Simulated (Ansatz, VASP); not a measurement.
# Cross-check of B7H8C57 (graphene zigzag nanoribbon, H-capped, B on C sites) between VASP and Ansatz

Wanted: the spread between two codes on one cell, functional and k mesh. The cell is taken from a series of runs on this material, whose earlier steps may have relaxed, scaled, displaced or heated it; both programs get it as it stands.

Method: plane waves, with VASP 6.6.1 beside it; PBE with D4, in Ansatz 0.2.0.

## 1. The starting structure

The cell holds 72 atoms: 57 C, 7 B and 8 H. Cell: a = 9.840 Å, b = 27.803 Å, c = 10.000 Å, α = 90.0°, β = 90.0°, γ = 90.0°. It derives from C (graphene). Graphene (a = 2.46 A), rectangular cell with x along the zigzag direction; strip 18 A wide, 4 periods, edges capped with H, 7 of 64 C replaced by B at random; (so at first; earlier steps may have moved the atoms), displaced by a Gaussian of 0.02 A. Vacuum lies along b and c. The structure's axis is a.

## 2. Ansatz: single point, PBE with D4

Ansatz runs on its PAW soft_1 files.

A single point takes one fixed geometry, so differences don't come from the geometry; what else differs is listed under the comparison.

The input, input.yaml:

```yaml
crystal:
  lattice:
    - [9.84, 0.0, 0.0]
    - [0.0, 27.803098284271268, 0.0]
    - [0.0, 0.0, 10.000000000000002]
  atoms:
    - { symbol: C, position: [0.9984770406939775, 0.2453393152631611, 0.5024350445453672] }
    - { symbol: C, position: [0.12306358609751127, 0.220146137923775, 0.4982175486650859] }
    - { symbol: C, position: [0.127026301771177, 0.32040631678320153, 0.49810960887669137] }
    - { symbol: C, position: [0.9992286592247671, 0.29574944828720195, 0.5024847176112239] }
    - { symbol: C, position: [0.999223804664406, 0.3992263272375984, 0.49707390625834125] }
    - { symbol: C, position: [0.1286050538741895, 0.3732789670145094, 0.5050290059424106] }
    - { symbol: C, position: [0.12456221824689692, 0.4728156928346871, 0.498588473877217] }
    - { symbol: B, position: [0.997113648443954, 0.45015040590189326, 0.49813691479356076] }
    - { symbol: C, position: [0.9997586234556118, 0.5511802783860721, 0.49858872551224254] }
    - { symbol: C, position: [0.12565686545686602, 0.5247477293225177, 0.4957490349081449] }
    - { symbol: C, position: [0.1268263092290672, 0.6261781656689335, 0.5015012074990086] }
    - { symbol: C, position: [0.997841613302028, 0.6026040100562949, 0.49785283250449686] }
    - { symbol: B, position: [0.9970163247640367, 0.7037811435491148, 0.4994617523808613] }
    - { symbol: C, position: [0.12559433911286055, 0.6780362152956521, 0.5021928073909973] }
    - { symbol: C, position: [0.1277378863141196, 0.7812121234843293, 0.5006685667716863] }
    - { symbol: C, position: [4.357734321865607e-05, 0.756369789174361, 0.49896257329737564] }
    - { symbol: C, position: [0.24886498801333254, 0.2453999255759938, 0.5014090652761298] }
    - { symbol: C, position: [0.37459814543811154, 0.21867915047982522, 0.49955891392882357] }
    - { symbol: C, position: [0.3753923962857066, 0.32090688443632837, 0.501589385914238] }
    - { symbol: C, position: [0.2470182000822146, 0.2957136637536903, 0.49981623541805387] }
    - { symbol: C, position: [0.24747204757948382, 0.3992775175075131, 0.5019192536757295] }
    - { symbol: C, position: [0.3748639725140644, 0.37371402437801426, 0.49825964277635054] }
    - { symbol: C, position: [0.37458408830022444, 0.4755864823638272, 0.500984839190521] }
    - { symbol: C, position: [0.24874583892766536, 0.45021576534122204, 0.5011910077656009] }
    - { symbol: C, position: [0.24999378537712727, 0.5510266536199123, 0.5025553163140438] }
    - { symbol: B, position: [0.3722174583950511, 0.5250802358050141, 0.5012712176031717] }
    - { symbol: C, position: [0.37859219986761866, 0.6279244748716774, 0.5000126265933942] }
    - { symbol: B, position: [0.2517054914540698, 0.6025927169046832, 0.5000172388128159] }
    - { symbol: C, position: [0.25091087340150275, 0.7042912754605315, 0.5023845135718453] }
    - { symbol: C, position: [0.3763547589383728, 0.6788350910771596, 0.4970036807407003] }
    - { symbol: C, position: [0.3799961515602282, 0.7810280566178344, 0.49729489480395805] }
    - { symbol: B, position: [0.24847448645797912, 0.7546813143907364, 0.498283209894758] }
    - { symbol: C, position: [0.5009806273288149, 0.24400037419042442, 0.5047150381948315] }
    - { symbol: C, position: [0.6233634784012193, 0.21777058414481296, 0.4988266758744716] }
    - { symbol: C, position: [0.627668584223765, 0.32085856291484216, 0.5005616490977981] }
    - { symbol: C, position: [0.5009453776052826, 0.29554992824736626, 0.49967759049536775] }
    - { symbol: C, position: [0.5003797857626036, 0.39764646058550435, 0.5038495045237054] }
    - { symbol: C, position: [0.6276563528272177, 0.37103157296465855, 0.5003759113242662] }
    - { symbol: C, position: [0.6232486743744081, 0.4745312228155147, 0.49876956144828766] }
    - { symbol: B, position: [0.49987706735619736, 0.4485743930135669, 0.5020987908690345] }
    - { symbol: C, position: [0.5013023615905818, 0.5516904688731311, 0.4942743637395065] }
    - { symbol: C, position: [0.6245298507155337, 0.5247690656229755, 0.5016868605041377] }
    - { symbol: C, position: [0.6242609561639789, 0.6294191059145141, 0.5009923242392494] }
    - { symbol: C, position: [0.4987681713467533, 0.6023535367567536, 0.4990577739479304] }
    - { symbol: C, position: [0.5030803020452331, 0.7045317137254028, 0.5010994625833924] }
    - { symbol: C, position: [0.625258965180709, 0.676626744452948, 0.4991959131449725] }
    - { symbol: C, position: [0.6244458482171839, 0.7808824968947594, 0.49834677764438196] }
    - { symbol: B, position: [0.49917351116408315, 0.754695980441741, 0.49899088597954283] }
    - { symbol: C, position: [0.7474110392912137, 0.24350898379497266, 0.5018382169473241] }
    - { symbol: C, position: [0.8780272894417123, 0.21983240840212961, 0.5014388824182736] }
    - { symbol: C, position: [0.8779086553803379, 0.32116479065046705, 0.49817857006595867] }
    - { symbol: C, position: [0.7503414679819778, 0.2964214333164341, 0.5013568982365493] }
    - { symbol: C, position: [0.7493576126976697, 0.398758785266497, 0.49541856802125855] }
    - { symbol: C, position: [0.8783904616445039, 0.3708983657023652, 0.4989153460009163] }
    - { symbol: C, position: [0.8748061270398487, 0.47394817743635925, 0.5008513780570955] }
    - { symbol: C, position: [0.7496972715754285, 0.4494780841418891, 0.5042519212036854] }
    - { symbol: C, position: [0.7484980682252078, 0.5496502097387186, 0.49971438239951727] }
    - { symbol: C, position: [0.8758478834002876, 0.5249232954032216, 0.4996947391498347] }
    - { symbol: C, position: [0.8733572093039488, 0.6285337974056701, 0.497664082878603] }
    - { symbol: C, position: [0.7513546791091502, 0.6021165005487338, 0.5017099839593168] }
    - { symbol: C, position: [0.7469044506330667, 0.7053906013578196, 0.502879937513923] }
    - { symbol: C, position: [0.8757197214424558, 0.6792629259122592, 0.4987827824522757] }
    - { symbol: C, position: [0.8742785916072884, 0.7808591478779628, 0.5009045633144058] }
    - { symbol: C, position: [0.7510401973982203, 0.7553899201034684, 0.4960084659200853] }
    - { symbol: H, position: [0.1275191525866883, 0.17990327173615345, 0.4998527846786695] }
    - { symbol: H, position: [0.12239759341947368, 0.8203933942343135, 0.49720099991845473] }
    - { symbol: H, position: [0.371884200146117, 0.17909306444136908, 0.49993781443920116] }
    - { symbol: H, position: [0.3747129911737579, 0.8188150318623063, 0.49991750715688454] }
    - { symbol: H, position: [0.6247385430206743, 0.17947419577609686, 0.5009465215102128] }
    - { symbol: H, position: [0.6245373458905857, 0.8190186431631693, 0.503685680366157] }
    - { symbol: H, position: [0.872005204958238, 0.17916574997718418, 0.502110660905864] }
    - { symbol: H, position: [0.8745816568422334, 0.8200147140161442, 0.4999557707646929] }
basis:
  ecutwfc: 420.0
kpoints:
  mp_grid:
    grid: [2, 1, 1]
hamiltonian:
  xc: pbe
  dispersion: d4
  pseudopotentials:
    kind: paw
    xc_functional: pbe
    azcp:
      folder: "./paw"
scf:
  occupations:
    method: fermi_dirac
    width: 0.05
output:
  forces: true
  eigenvalues: true
```

The run is started by

```bash
> python test_settings.py
```

## 3. VASP: single point, PBE with D4

The same cell, functional, mesh and smearing now go to VASP, with its own data sets.

Lines of VASP's logs that name or quote its potential files are left out, and so is its time.

The input, INCAR:

```
SYSTEM = B7H8C57
PREC = Accurate
ENCUT = 520
EDIFF = 1E-06
NELM = 120
ISMEAR = -1
SIGMA = 0.05
LREAL = Auto
ALGO = Normal
GGA = PE
IVDW = 13
NBANDS = 184
LORBIT = 11
LWAVE = .FALSE.
LCHARG = .FALSE.
ISIF = 2
LASPH = .TRUE.
GGA_COMPAT = .FALSE.
KPAR = 2
```

The input, POSCAR:

```
B7H8C57
1.0
    9.8400000000      0.0000000000      0.0000000000
    0.0000000000     27.8030980000      0.0000000000
    0.0000000000      0.0000000000     10.0000000000
C B H
57 7 8
Direct
    0.9984770000      0.2453390000      0.5024350000
    0.1230640000      0.2201460000      0.4982180000
    0.1270260000      0.3204060000      0.4981100000
    0.9992290000      0.2957490000      0.5024850000
    0.9992240000      0.3992260000      0.4970740000
    0.1286050000      0.3732790000      0.5050290000
    0.1245620000      0.4728160000      0.4985880000
    0.9997590000      0.5511800000      0.4985890000
    0.1256570000      0.5247480000      0.4957490000
    0.1268260000      0.6261780000      0.5015010000
    0.9978420000      0.6026040000      0.4978530000
    0.1255940000      0.6780360000      0.5021930000
    0.1277380000      0.7812120000      0.5006690000
    0.0000440000      0.7563700000      0.4989630000
    0.2488650000      0.2454000000      0.5014090000
    0.3745980000      0.2186790000      0.4995590000
    0.3753920000      0.3209070000      0.5015890000
    0.2470180000      0.2957140000      0.4998160000
    0.2474720000      0.3992780000      0.5019190000
    0.3748640000      0.3737140000      0.4982600000
    0.3745840000      0.4755860000      0.5009850000
    0.2487460000      0.4502160000      0.5011910000
    0.2499940000      0.5510270000      0.5025550000
    0.3785920000      0.6279240000      0.5000130000
    0.2509110000      0.7042910000      0.5023850000
    0.3763550000      0.6788350000      0.4970040000
    0.3799960000      0.7810280000      0.4972950000
    0.5009810000      0.2440000000      0.5047150000
    0.6233630000      0.2177710000      0.4988270000
    0.6276690000      0.3208590000      0.5005620000
    0.5009450000      0.2955500000      0.4996780000
    0.5003800000      0.3976460000      0.5038500000
    0.6276560000      0.3710320000      0.5003760000
    0.6232490000      0.4745310000      0.4987700000
    0.5013020000      0.5516900000      0.4942740000
    0.6245300000      0.5247690000      0.5016870000
    0.6242610000      0.6294190000      0.5009920000
    0.4987680000      0.6023540000      0.4990580000
    0.5030800000      0.7045320000      0.5010990000
    0.6252590000      0.6766270000      0.4991960000
    0.6244460000      0.7808820000      0.4983470000
    0.7474110000      0.2435090000      0.5018380000
    0.8780270000      0.2198320000      0.5014390000
    0.8779090000      0.3211650000      0.4981790000
    0.7503410000      0.2964210000      0.5013570000
    0.7493580000      0.3987590000      0.4954190000
    0.8783900000      0.3708980000      0.4989150000
    0.8748060000      0.4739480000      0.5008510000
    0.7496970000      0.4494780000      0.5042520000
    0.7484980000      0.5496500000      0.4997140000
    0.8758480000      0.5249230000      0.4996950000
    0.8733570000      0.6285340000      0.4976640000
    0.7513550000      0.6021170000      0.5017100000
    0.7469040000      0.7053910000      0.5028800000
    0.8757200000      0.6792630000      0.4987830000
    0.8742790000      0.7808590000      0.5009050000
    0.7510400000      0.7553900000      0.4960080000
    0.9971140000      0.4501500000      0.4981370000
    0.9970160000      0.7037810000      0.4994620000
    0.3722170000      0.5250800000      0.5012710000
    0.2517050000      0.6025930000      0.5000170000
    0.2484740000      0.7546810000      0.4982830000
    0.4998770000      0.4485740000      0.5020990000
    0.4991740000      0.7546960000      0.4989910000
    0.1275190000      0.1799030000      0.4998530000
    0.1223980000      0.8203930000      0.4972010000
    0.3718840000      0.1790930000      0.4999380000
    0.3747130000      0.8188150000      0.4999180000
    0.6247390000      0.1794740000      0.5009470000
    0.6245370000      0.8190190000      0.5036860000
    0.8720050000      0.1791660000      0.5021110000
    0.8745820000      0.8200150000      0.4999560000
```

The input, KPOINTS:

```
Automatic mesh
0
Gamma
2 1 1
0 0 0
```

PAW data sets: C, B and H (PBE family, release 64).

The run is started by

```bash
> mpirun -np 8 vasp_std
```

The log of the run:

```text
[banner, memory and clock lines left out]
running    8 mpi-ranks, on    1 nodes
[...]
|                                                                             |
|           W    W    AA    RRRRR   N    N  II  N    N   GGGG   !!!           |
|           W    W   A  A   R    R  NN   N  II  NN   N  G    G  !!!           |
|           W    W  A    A  R    R  N N  N  II  N N  N  G       !!!           |
|           W WW W  AAAAAA  RRRRR   N  N N  II  N  N N  G  GGG   !            |
|           WW  WW  A    A  R   R   N   NN  II  N   NN  G    G                |
|           W    W  A    A  R    R  N    N  II  N    N   GGGG   !!!           |
|                                                                             |
|     For optimal performance we recommend to set                             |
|       NCORE = 2 up to number-of-cores-per-socket                            |
|     NCORE specifies how many cores store one orbital (NPAR=cpu/NCORE).      |
|     This setting can greatly improve the performance of VASP for DFT.       |
|     The default, NCORE=1 might be grossly inefficient on modern             |
|     multi-core architectures or massively parallel machines. Do your        |
|     Unfortunately you need to use the default for GW and RPA                |
|     calculations (for HF NCORE is supported but not extensively tested      |
|     yet).                                                                   |
|                                                                             |

 LDA part: xc-table for (Slater+PW92), standard interpolation
 POSCAR, INCAR and KPOINTS ok, starting setup
[...]
entering main loop
       N       E                     dE             d eps       ncg     rms          rms(c)
DAV:   1     0.218680530039E+04    0.21868E+04   -0.95456E+04   800   0.105E+03
DAV:   2    -0.227121639620E+03   -0.24139E+04   -0.22784E+04  1104   0.254E+02
DAV:   3    -0.631634171390E+03   -0.40451E+03   -0.40154E+03   928   0.108E+02
DAV:   4    -0.646316596628E+03   -0.14682E+02   -0.14618E+02   928   0.256E+01
[...]
DAV:  28    -0.583440414724E+03   -0.26917E-05   -0.89576E-08   520   0.595E-04    0.165E-04
DAV:  29    -0.583440416205E+03   -0.14809E-05   -0.85115E-08   512   0.403E-04    0.191E-04
DAV:  30    -0.583440416521E+03   -0.31593E-06   -0.74430E-09   544   0.256E-04
   1 F= -.58988213E+03 E0= -.58984036E+03  d E =-.835405E-01
```

Parts of OUTCAR (step 3):

```text
 POSITION                                       TOTAL-FORCE (eV/Angst)
 -----------------------------------------------------------------------------------
      9.82501      6.82118      5.02435         0.925692     -1.861510     -0.198881
      1.21095      6.12074      4.98218         0.942054     -0.334577      0.401112
      1.24994      8.90828      4.98110        -1.666490      2.175788      0.704087
      9.83241      8.22274      5.02485         1.292280      0.976360     -0.448060
      9.83236     11.09972      4.97074         0.806102     -5.407889      0.637488
      1.26547     10.37831      5.05029        -2.643129     -1.047279     -0.984405
      1.22569     13.14575      4.98588         1.864762      4.498431     -0.175308
      9.83763     15.32451      4.98589        -0.307804     -0.232385     -0.300929
      1.23646     14.58962      4.95749         0.784021      0.738898      0.674664
      1.24797     17.40969      5.01501        -4.598216      4.258464     -0.205757
      9.81877     16.75426      4.97853         1.065228     -0.676711      0.125078
      1.23584     18.85150      5.02193         2.428131     -2.224348      0.112556
      1.25694     21.72011      5.00669        -5.399302      1.521944     -0.237129
      0.00043     21.02943      4.98963        -0.114546      3.518796      0.299715
[...]
-----------------------------------------------------------------------------------
    total drift:                               -0.072910      0.001220      0.017691

  FREE ENERGIE OF THE ION-ELECTRON SYSTEM (eV)
  ---------------------------------------------------
  free  energy   TOTEN  =      -589.8821290393 eV

  energy  without entropy=     -589.7985885236  energy(sigma->0) =     -589.84035878

[... 1 further part left out ...]
```

Dispersion corrections of this kind ignore metallic screening and tend to overbind metals.

## 4. Differences

Known differences besides the potentials themselves: the cutoff is 420 eV in Ansatz and 520 eV in VASP (PREC = Accurate, projectors in real space). Total energies have different zeros and are not compared.

Forces on 9 of the 72 atoms, those with the largest forces and the largest differences (eV/Å; atoms numbered as in POSCAR):

```csv
atom,"Ansatz x, y, z","VASP x, y, z"
C10,"-4.624, 4.281, -0.210","-4.598, 4.258, -0.206"
C13,"-5.429, 1.501, -0.239","-5.399, 1.522, -0.237"
C14,"-0.115, 3.557, 0.300","-0.115, 3.519, 0.300"
C21,"-2.578, -5.007, 0.042","-2.556, -4.999, 0.039"
C37,"1.240, -5.953, -0.036","1.243, -5.953, -0.037"
C39,"-1.008, -5.596, -0.485","-1.000, -5.567, -0.486"
C40,"-0.460, 6.124, 0.495","-0.451, 6.126, 0.496"
C55,"-6.271, -1.732, 0.156","-6.251, -1.708, 0.151"
C56,"1.337, -0.328, -0.403","1.329, -0.294, -0.408"
```

The forces differ by 11 meV/Å r.m.s., which is 0.6 % of the r.m.s. force of 1.814 eV/Å (both taken over all components). Where the cell holds vacuum, a pressure given here is an average over it and none of the material.

## 5. Results

- r.m.s. force difference (single point, PBE with D4): 0.61 % of the r.m.s. force

**Reading.** The r.m.s. force difference is 0.61 % of the r.m.s. force (single point, PBE with D4), within the 3 % picked in this series as the mark of a large difference. How closely two codes agree says nothing of how well the functional describes the real material.

[Lines on the potential files, build, host, timing and source positions are cut from VASP's logs without a mark.]

[Logs are printed without paths, hosts, clocks, repeated set-up lines and the standing remarks that a program may print on its own settings, such as how far it seeks lower states.]

[Hosts, paths, dates, database ids (printed as entryN), source tags and the programs' standing remarks are cut or masked in the printed files.]
